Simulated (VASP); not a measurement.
An input for Ansatz (written as the equivalent of a VASP run, and not itself run):

Ansatz 0.2 input:
```yaml
crystal:
  lattice:
    - [1.6550000, -2.8665440, 0.0000000]
    - [1.6550000, 2.8665440, 0.0000000]
    - [0.0000000, 0.0000000, 5.2700000]
  atoms:
    - { symbol: Sc, position: [0.3333330, 0.6666670, 0.2500000] }
    - { symbol: Sc, position: [0.6666670, 0.3333330, 0.7500000] }
kpoints:
  mp_grid: { grid: [11, 11, 6] }
hamiltonian:
  xc: pbe
  pseudopotentials: { kind: paw }
scf:
  occupations: { method: methfessel_paxton, width: 0.1 }
  max_iter: 100
relax:
  max_steps: 60
  f_tol: 0.01
  cell: {}
output: { forces: true, stress: true, eigenvalues: true }
```

Q: Translate this input to VASP (INCAR, KPOINTS, POSCAR, choice of POTCAR).

A: Several could match; the one computed here: 
### KPOINTS
```
K-points
0
Gamma
 11 11 6
```

### INCAR
```
! general
SYSTEM =Sc
PREC   =Accurate
ENCUT  =480
LREAL  =.False.   ! projection in real space or not
LASPH  =.True.

! electronic loop
EDIFF  =1E-6   ! SCF stop (eV)
NELM   =100   ! most electronic steps
ALGO   =Normal   ! blocked Davidson
LMAXMIX=4   ! l cut-off of mixed one-centre charges

! smearing
ISMEAR =1
SIGMA  =0.1   ! width (eV)

! functional
GGA    =PE

! ions
IBRION =2   ! conjugate gradients
NSW    =60   ! most ionic steps
ISIF   =3
EDIFFG =-0.01   ! ionic stop

! output
LWAVE  =.False.
LCHARG =.False.
```

File POSCAR:
```
Sc
1.0
  1.6550000000  -2.8665440000   0.0000000000
  1.6550000000   2.8665440000   0.0000000000
  0.0000000000   0.0000000000   5.2700000000
Sc
2
Cartesian
  1.6550000000   0.9555165777   1.3175000000
  1.6550000000  -0.9555165777   3.9525000000
```

POTCAR, in this order: Sc_sv (PBE.64 set). Program: vasp_std.

The two are equivalent in intent, not identical: each code has its own PAW files, so the cut-off isn't converted (ENCUT is set for VASP's; basis.ecutwfc is left out, and Ansatz then takes the one that its files recommend); Ansatz stops its SCF on the density residual and VASP on the energy change (EDIFF).

The compound is Sc in the hcp structure. This run relaxes it. Symmetry was kept, so distortions that lower it aren't found.
